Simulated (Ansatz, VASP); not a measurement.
# Hf2Sc (Hf-Sc-Hf stack, (100) layers): VASP beside Ansatz

One calculation is typed for both programs; each brings its own data sets. How far apart do they land? Of the first pair: The structure shown is the start of the Ansatz relaxation below; VASP solves that cell, so the two are compared at the walk's first step.

Method: plane waves, with VASP 6.6.1 beside it; PBEsol, in Ansatz 0.2.0.

### 1. Starting point

The cell holds 3 atoms: 2 Hf and 1 Sc. Cell: a = 3.283 Å, b = 3.283 Å, c = 33.087 Å, α = 90.0°, β = 90.0°, γ = 90.0°. It derives from Hf2Sc. Vacuum lies along c. The height across the vacuum is the one that the program set for its solve, not the one typed.

### 2. Ansatz: relaxation, PBEsol

Ansatz runs on its PAW soft_1 files.

The two programs are compared at the cell with which this relaxation starts, whose forces are those of its first step.

input.yaml reads:

```yaml
crystal:
  lattice:
    - [3.28344, 0.0, 0.0]
    - [0.0, 3.28344, 0.0]
    - [0.0, 0.0, 15.64349]
  atoms:
    - { symbol: Hf, position: [0.0, 0.0, 0.351584] }
    - { symbol: Sc, position: [0.5, 0.5, 0.5] }
    - { symbol: Hf, position: [0.0, 0.0, 0.648416] }
  periodic: [true, true, false]
kpoints:
  mp_grid: { grid: [6, 6, 1] }
hamiltonian:
  xc: pbesol
  pseudopotentials: { kind: paw, azcp: { folder: soft_1 }, xc_functional: pbe }
scf:
  occupations: { method: gaussian, width: 0.1 }
output:
  forces: true
  stress: true
  eigenvalues: true
relax:
  adjacent_minimum: "off"
  f_tol: 0.05
  max_steps: 80
  cell: { stress_2d_tol: 0.02 }
```

Launch:

```sh
> ansatz run input.yaml --threads 8 --pin off --max-ram 20480MiB --backend cpu --events-out ev --progress --plain --runs-dir out
```

Numbers of over 12 decimals in the logs are rounded to 6 here.

The log of the run:

```text
Warning: crystal.periodic: the lattice vector that does not repeat stood 0.000° off the slab's normal, 15.643 Å along it as the deck builds it. The run solves the slab on a vector along the normal, 33.087 Å long, with every atom where it was (on the deck's vector they left 11.00 Å outside them, and the widest stretch free of ions among them is 2.32 Å). A fractional position that the run reports is one of the run's ce [...]
The last accepted step is kept in <dir> (removed where the run ends without a failure and the disk answers)
crystal.periodic: the lattice vector that does not repeat stood 0.000° off the slab's normal, 15.643 Å along it as the deck builds it. The run solves the slab on a vector along the normal, 33.087 Å long, with every atom where it was (on the deck's vector they left 11.00 Å outside them, and the widest stretch free of ions among them is 2.32 Å). A fractional position that the run reports is one of the run's cell, which [...]
Engine: ansatz 0.2.0, aarch64-unknown-linux-gnu
Pseudopotentials: kind: paw
Pseudopotential: Hf, paw, valence charge 26, recommended cutoff 420 eV (normal), soft_1/Hf.paw.azcp
Pseudopotential: Sc, paw, valence charge 11, recommended cutoff 420 eV (normal), soft_1/Sc.paw.azcp
Functional definition: PBEsol
  exchange = pbesol_x
  correlation = pbesol_c
Crystal: 3 atoms, lattice volume = 356.710 Å³
Basis set: ecut = 420 eV, 7063 PW (Γ), exchange–correlation on 48×48×450 points (8 copies of the dense FFT grid, shifted against one another)
Bands: 38, of which v1, the nominal top of the filled ones, is band 32 counted from 1 (31 counted from 0)
Symmetry: 16 space group operations
Space group: P4/mmm (ITA 123), of the structure as read, at distance tolerance 7.1e-5 Å
k-points: 10 of 36
Non-local potential: Hf, projectors of the file, l = 0: 3, l = 1: 2, l = 2: 2, l = 3: 3
Non-local potential: Sc, projectors of the file, l = 0: 3, l = 1: 2, l = 2: 3, l = 3: 1
PAW form: soft (Blöchl's): semilocal exchange-correlation on the pseudo side does not see the compensation charge
PAW frozen core: Hf, regenerated for the run's functional, and the local potential with it (the file was generated under x = pbe(κ = 0.804, μ = 0.219515), c = pbe(β = 0.066725))
PAW frozen core: Sc, regenerated for the run's functional, and the local potential with it (the file was generated under x = pbe(κ = 0.804, μ = 0.219515), c = pbe(β = 0.066725))
PAW one-centre angular grid: Hf, 590 points (default); XC on 64 Gauss nodes
PAW one-centre angular grid: Sc, 590 points (default); XC on 64 Gauss nodes
Initial density: superposition of atomic densities (neutral atoms: chi_scale 0, normalization atom)
Initial wavefunctions: pseudopotential atomic-orbital guess
Functional: x = pbesol(κ = 0.804, μ = 0.123457), c = pbesol(β = 0.046)
SCF iter   1: F=—  HF=-33308.603445 eV  |F-HF|=—  |Δ(HF+E_count)|=         —  Δρ=2.84e-2  dr2=3.14e1  ethr=3.10e-3  ⟨swp⟩=9.5  Hψ=1927  notcnv=0
[...]
SCF 6 converged in 10 iterations: F = -33306.427631 eV  dr2 = 5.35e-13
relax step   6: F+E_penalty+E_count = -33306.42763061 eV  Δ(F+E_penalty+E_count) = +1.426e-3 eV  max|allowed force component| = 6.687e-4 eV/Å  Δτ_max = 0.0000 Å  P = -0.027 N/m  Ω = 289.378 Å³  fix = [c, alpha, beta]  reactions: c +0.000 N/m  stress off target by 2.66e-2 N/m on what of the cell is left free  SCF on the basis re-selected at this cell (its energy is not comparable with the rows above)  (10 SCF iters)
[...]
relax step   7: F+E_penalty+E_count = -33306.42763635 eV  Δ(F+E_penalty+E_count) = -5.736e-6 eV  max|allowed force component| = 2.350e-4 eV/Å  Δτ_max = 0.0001 Å  P = -0.003 N/m  Ω = 289.288 Å³  energy of the carried Pulay correction = +3.379e-6 eV  fix = [c, alpha, beta]  reactions: c +0.000 N/m  (6 SCF iters, dr2 threshold 8.23e-10 eV, accepted)
[...]
relax step   8: F+E_penalty+E_count = -33306.42763470 eV  Δ(F+E_penalty+E_count) = +1.652e-6 eV  max|allowed force component| = 2.383e-4 eV/Å  Δτ_max = 0.0000 Å  P = -0.003 N/m  Ω = 289.288 Å³  fix = [c, alpha, beta]  reactions: c +0.000 N/m  stress off target by 2.68e-3 N/m on what of the cell is left free  SCF on the basis re-selected at this cell (its energy is not comparable with the rows above)  (8 SCF iters)
basis re-selected at this cell: Δ(F+E_penalty+E_count) = +1.652e-6 eV, ΔP = -0.000 N/m vs the last step (what re-selecting the basis moved, of the pressure what is left beyond the Pulay correction that the steps carried, after the strain that the cell walked since its last selection, with what the two solves' SCF thresholds leave and, on support functions, any second-order correction that the steps lacked; it is no m [...]
SCF converged after 8 iterations
Free energy (F): -33306.427635 eV
Harris-Foulkes:  -33306.427635 eV  (|F-HF|=0.00e0)
Internal energy: -33306.407419 eV  (E = F + TS)
E sigma→0 (E₀):  -33306.417527 eV
Entropy (-TS):   -0.020216 eV (-6.739 meV/atom)
Fermi energy:    -4.201645 eV
--- Per-component energies (eV) ---
  E_band       = -1482.000042
  E_kinetic    = 1032.233242
  E_local      = -254951.054411  (includes V_loc(G=0)·N_el)
  E_nonlocal   = 269.922087
  E_hartree    = 126535.179628
  E_xc         = -614.079406
  E_vxc        = -613.941982  (∫ρ·V_xc dr)
  E_paw        = -16115.302815  (= ΣΔE_a)
  E_vpaw       = -289.518267  (= ΣTr[D̂ρ^β])
  E_aug_tail   = 0.000240  (compensation charges beyond the density's cutoff)
  E_ewald      = 110534.062880
  E_core_change = 2.631138  (= ΣΔE_core)
  E_smearing   = -0.020216  (= −TS)
  E_closure    = 0.000000  (closes the sum)
  Σ components = -33306.427635   (vs F -33306.427635, Δ=0.00e0)
--- Forces (eV/Å), atoms counted from 1 ---
  atom   1  Hf     0.00000000     0.00000000     0.00023826
  atom   2  Sc     0.00000000     0.00000000     0.00000000
  atom   3  Hf     0.00000000     0.00000000    -0.00023826
  max |Σ_I F_I| component: 3.79e-29 eV/Å
--- 2D stress c σ (N/m, compression-positive) ---
       -0.002680       0.000000       0.000000
        0.000000      -0.002680       0.000000
        0.000000       0.000000       0.000000
  P = ½ c Tr σ = -0.0027 N/m
--- Band table (eV; the first three rows and the last of 10) ---
  k-point 0: bands = [... 28 lower, -7.0292, -5.6304, -5.2543, -4.2239, -4.1196, -3.3379, -2.5935, -1.6268, ... 2 higher]
  k-point 1: bands = [... 28 lower, -6.5250, -5.1424, -4.7735, -4.2895, -3.9726, -3.1598, -3.0360, -2.0141, ... 2 higher]
  k-point 2: bands = [... 28 lower, -5.9331, -4.6194, -4.5248, -3.9326, -3.7259, -3.5800, -2.6871, -1.6612, ... 2 higher]
  k-point 9: bands = [... 28 lower, -6.0455, -5.2596, -5.2596, -4.1279, -4.1279, -1.4516, -1.0860, -1.0860, ... 2 higher]
--- Relaxed structure (6 steps of the walk, 6 accepted, 2 SCFs on fresh bases) ---
  F+E_penalty+E_count = -33306.42763470 eV   max|allowed force component| = 2.383e-4 eV/Å   (the final SCF, on the basis selected at the relaxed cell)
  cell:  # Å, volume = 289.2879 Å³
    - [2.956900, 0, 0.0]
    - [0, 2.956900, 0.0]
    - [0.0, 0.0, 33.08697684736]
  atoms:
    - { symbol: Hf, position: [0, 0, 0.167688] }
    - { symbol: Sc, position: [0.500000, 0.500000, 0.236400] }
    - { symbol: Hf, position: [0, 0, 0.305111] }
```

In the SCF lines HF is the Harris–Foulkes energy and dr2 the Hartree energy of the density residual, in eV; the loop may stop once dr2 is under the threshold and the program's other checks hold. Hψ counts applications of the Hamiltonian.

### 3. VASP: single point, PBEsol, start cell, pair 1

The same cell, functional, mesh and smearing now go to VASP, with its own data sets.

Lines of VASP's logs that name or quote its potential files are left out, and so is its time.

INCAR reads:

```
SYSTEM = Hf2Sc
PREC = Accurate
ENCUT = 400
EDIFF = 1E-06
NELM = 120
ISMEAR = 0
SIGMA = 0.1
LREAL = .FALSE.
ALGO = Normal
GGA = PS
NBANDS = 21
LASPH = .TRUE.
LORBIT = 11
LWAVE = .FALSE.
LCHARG = .FALSE.
ISIF = 2
LDIPOL = .TRUE.
IDIPOL = 3
DIPOL = 0.5 0.5 0.236
LVHAR = .TRUE.
GGA_COMPAT = .FALSE.
NELMDL = -8
KPAR = 2
```

POSCAR reads:

```
Hf2Sc
1.0
    3.2834400000      0.0000000000      0.0000000000
    0.0000000000      3.2834400000      0.0000000000
    0.0000000000      0.0000000000     33.0869770000
Hf Sc
2 1
Direct
    0.0000000000      0.0000000000      0.1662285739
    0.0000000000      0.0000000000      0.3065704371
    0.5000000000      0.5000000000      0.2363995055
```

KPOINTS reads:

```
Automatic mesh
0
Gamma
6 6 1
0 0 0
```

The projector-augmented-wave data sets are Hf_pv and Sc_sv (PBE family, release 64).

Launch:

```sh
> mpirun -np 2 vasp_std
```

The log of the run:

```text
[banner, memory and clock lines left out]
running    2 mpi-ranks, on    1 nodes
 distrk:  each k-point on    1 cores,    2 groups
 distr:  one band on    1 cores,    1 groups

 POSCAR found type information on POSCAR HfSc
 POSCAR found :  2 types and       3 ions
|                                                                             |
|               ----> ADVICE to this user running VASP <----                  |
|                                                                             |
|     You enforced a specific xc type in the INCAR file but a different       |
|     [... a line on the potential file left out ...]
|     I HOPE YOU KNOW WHAT YOU ARE DOING!                                     |
|                                                                             |

 LDA part: xc-table for (Slater+PW92), standard interpolation
 POSCAR, INCAR and KPOINTS ok, starting setup
 FFT: planning ... GRIDC
 FFT: planning ... GRID_SOFT
 FFT: planning ... GRID
 WAVECAR not read
 entering main loop
       N       E                     dE             d eps       ncg     rms          rms(c)
DAV:   1     0.157327468582E+03    0.15733E+03   -0.14327E+04   652   0.889E+02
DAV:   2    -0.148179259832E+02   -0.17215E+03   -0.16691E+03   499   0.323E+02
DAV:   3    -0.267746407135E+02   -0.11957E+02   -0.11197E+02   649   0.706E+01
DAV:   4    -0.275731286995E+02   -0.79849E+00   -0.75402E+00   612   0.126E+01
DAV:   5    -0.276173591169E+02   -0.44230E-01   -0.43217E-01   665   0.310E+00
DAV:   6    -0.276203716828E+02   -0.30126E-02   -0.29955E-02   614   0.604E-01
DAV:   7    -0.276204833971E+02   -0.11171E-03   -0.11167E-03   649   0.104E-01
DAV:   8    -0.276204877265E+02   -0.43294E-05   -0.43284E-05   534   0.168E-02    0.453E+01
DAV:   9    -0.247791687141E+02    0.28413E+01   -0.11752E+01   556   0.146E+01    0.225E+01
DAV:  10    -0.258654299586E+02   -0.10863E+01   -0.14387E+01   664   0.234E+01    0.972E+00
DAV:  11    -0.249323433897E+02    0.93309E+00   -0.34595E+01   680   0.348E+01    0.677E+00
DAV:  12    -0.242499474182E+02    0.68240E+00   -0.29531E+00   640   0.792E+00    0.284E+00
DAV:  13    -0.241350975952E+02    0.11485E+00   -0.37214E-01   672   0.352E+00    0.137E+00
DAV:  14    -0.240996264335E+02    0.35471E-01   -0.17216E-01   680   0.253E+00    0.697E-01
[...]
DAV:  22    -0.241024394769E+02   -0.94776E-04   -0.18214E-05   535   0.248E-02    0.101E-02
DAV:  23    -0.241024683325E+02   -0.28856E-04   -0.40610E-06   483   0.852E-03    0.116E-02
DAV:  24    -0.241024893613E+02   -0.21029E-04   -0.12393E-05   627   0.261E-02    0.393E-03
DAV:  25    -0.241025041634E+02   -0.14802E-04   -0.82660E-07   377   0.340E-03    0.557E-03
DAV:  26    -0.241025072446E+02   -0.30813E-05   -0.55892E-07   374   0.803E-03    0.236E-03
DAV:  27    -0.241025091202E+02   -0.18755E-05   -0.11202E-06   381   0.370E-03    0.346E-04
DAV:  28    -0.241025107955E+02   -0.16753E-05   -0.12804E-07   313   0.259E-03    0.361E-04
DAV:  29    -0.241025117466E+02   -0.95108E-06   -0.11597E-07   324   0.189E-03
   1 F= -.24102512E+02 E0= -.24080906E+02  d E =-.432124E-01
```

Parts of OUTCAR (step 3):

```text
ion  position               nearest neighbor table
   1  0.000  0.000  0.166-   3 3.28   3 3.28   3 3.28   3 3.28
   2  0.000  0.000  0.307-   3 3.28   3 3.28   3 3.28   3 3.28
   3  0.500  0.500  0.236-   2 3.28   2 3.28   2 3.28   2 3.28   1 3.28   1 3.28   1 3.28   1 3.28

  LATTYP: Found a simple tetragonal cell.
 ALAT       =     3.2834400000
 C/A-ratio  =    10.0769245060

 Subroutine GETGRP returns: Found 16 space group operations
 (whereof  8 operations were pure point group operations)

The static configuration has the point symmetry C_4v.
 The point group associated with its full space group is D_4h.

 Found     10 irreducible k-points:

   k-points           NKPTS =     10   k-points in BZ     NKDIM =     10   number of bands    NBANDS=     21

   dimension x,y,z NGX =    24 NGY =   24 NGZ =  216
   dimension x,y,z NGXF=    48 NGYF=   48 NGZF=  432

   ENCUT  =  400.0 eV  29.40 Ry    5.42 a.u.   5.35  5.35 53.96*2*pi/ulx,y,z

   NELECT =      31.0000    total number of electrons

 k-points in reciprocal lattice and weights: Automatic mesh
   0.00000000  0.00000000  0.00000000       0.028
   0.16666667  0.00000000  0.00000000       0.111
   0.33333333  0.00000000  0.00000000       0.111
   0.50000000  0.00000000  0.00000000       0.056
   0.16666667  0.16666667  0.00000000       0.111
   0.33333333  0.16666667  0.00000000       0.222
   0.50000000  0.16666667  0.00000000       0.111
   0.33333333  0.33333333  0.00000000       0.111
   0.50000000  0.33333333  0.00000000       0.111
   0.50000000  0.50000000  0.00000000       0.028

 dipolmoment           0.000000      0.000000     -0.000002 electrons x Angstroem

 average (electrostatic) potential at core
       1 -44.7916       2 -44.7916       3 -52.6295

 E-fermi :  -2.1091

 k-point     1 :       0.0000    0.0000    0.0000
  band No.  band energies     occupation
    ...
     12      -6.5804      2.00000
     13      -4.3950      2.00000
     14      -3.0988      2.00000
     15      -2.7081      2.00000
     16      -2.0966      0.85962
     17      -1.9180      0.00690
     18      -0.9910      0.00000
     19      -0.4950      0.00000
     20      -0.2469      0.00000
     21      -0.2469      0.00000

 k-point     2 :       0.1667    0.0000    0.0000
  band No.  band energies     occupation
    ...
     12      -6.0862      2.00000
     13      -4.0288      2.00000
     14      -2.8456      2.00000
     15      -2.4625      2.00000
     16      -2.1162      1.08042
     17      -1.8425      0.00016
     18      -0.9401      0.00000
     19      -0.8856      0.00000
     20      -0.4160      0.00000
     21      -0.1613      0.00000

 k-point     3 :       0.3333    0.0000    0.0000
  band No.  band energies     occupation
    ...
     11      -5.7264      2.00000
     12      -5.0182      2.00000
     13      -3.5713      2.00000
     14      -2.5221      2.00000
     15      -2.1906      1.75130
     16      -2.0005      0.12488
     17      -1.9761      0.06008
     18      -1.2273      0.00000
     19      -0.6009      0.00000
     20      -0.2227      0.00000
    ...

  Total       -7.8807197     -7.8807197     -3.9967974      0.0000000      0.0000000      0.0000000
  in kB      -35.3965722    -35.3965722    -17.9517776      0.0000000      0.0000000      0.0000000
  external PRESSURE =     -29.5816406 kB  Pullay stress =       0.0000000 kB

  energy-cutoff  :      400.00
  volume of cell :      356.71
      direct lattice vectors                 reciprocal lattice vectors
     3.283440000  0.000000000  0.000000000     0.304558634  0.000000000  0.000000000
     0.000000000  3.283440000  0.000000000     0.000000000  0.304558634  0.000000000
     0.000000000  0.000000000 33.086977000     0.000000000  0.000000000  0.030223372

 POSITION                                       TOTAL-FORCE (eV/Angst)
 -----------------------------------------------------------------------------------
      0.00000      0.00000      5.50000        -0.000000      0.000000      0.852650
      0.00000      0.00000     10.14349         0.000000     -0.000000     -0.852650
      1.64172      1.64172      7.82175        -0.000000     -0.000000     -0.000000
 -----------------------------------------------------------------------------------
    total drift:                                0.000000     -0.000000     -0.000058

  FREE ENERGIE OF THE ION-ELECTRON SYSTEM (eV)
  ---------------------------------------------------
  free  energy   TOTEN  =       -24.1025117466 eV

  energy  without entropy=      -24.0592992979  energy(sigma->0) =      -24.08090552

 vacuum level on the upper side and lower side of the slab         1.668         1.668

 total charge
# of ion       s       p       d       tot
------------------------------------------
    1        0.387   6.164   1.427   7.979
    2        0.387   6.164   1.427   7.979
    3        2.260   6.117   0.983   9.359
--------------------------------------------------
tot          3.034  18.445   3.838  25.317

[... 3 further parts left out ...]
```

The run ends at a pressure of -2.96 GPa, with forces up to 0.85 eV/Å.

### 4. Comparison

Known differences besides the potentials themselves: Ansatz cuts the interaction across the vacuum, VASP repeats the sheet with a dipole correction (LDIPOL); the data sets hold 63 valence electrons in Ansatz (on its PAW soft_1 files) and 31 in VASP; the cutoff is 420 eV in Ansatz and 400 eV in VASP; Ansatz makes its cores anew for this functional, VASP keeps those of its PBE data sets. Total energies have different zeros and are not compared.

Forces (eV/Å; atoms numbered as in POSCAR):

```
atom        Ansatz x, y, z          VASP x, y, z
 Hf1   0.000, 0.000, 0.846   0.000, 0.000, 0.853
 Hf2  0.000, 0.000, -0.846  0.000, 0.000, -0.853
 Sc3   0.000, 0.000, 0.000   0.000, 0.000, 0.000
```

The forces differ by 3.0 meV/Å r.m.s., which is 0.8 % of the r.m.s. force of 0.402 eV/Å (both taken over all components). Where the cell holds vacuum, a pressure given here is an average over it and none of the material.

### 5. Ansatz: relaxation, PBEsol

This run makes the geometry at which the two programs are then compared.

The structure compared here is the end of the Ansatz relaxation.

This is the run of step 2 again, met here at its other cell.

(Part 1 of 2 ends here.)

[Lines on the potential files, build, host, timing and source positions are cut from VASP's logs without a mark.]

[Logs are printed without paths, hosts, clocks, repeated set-up lines and the standing remarks that a program may print on its own settings, such as how far it seeks lower states.]

[Hosts, paths, dates, database ids (printed as entryN), source tags and the programs' standing remarks are cut or masked in the printed files.]
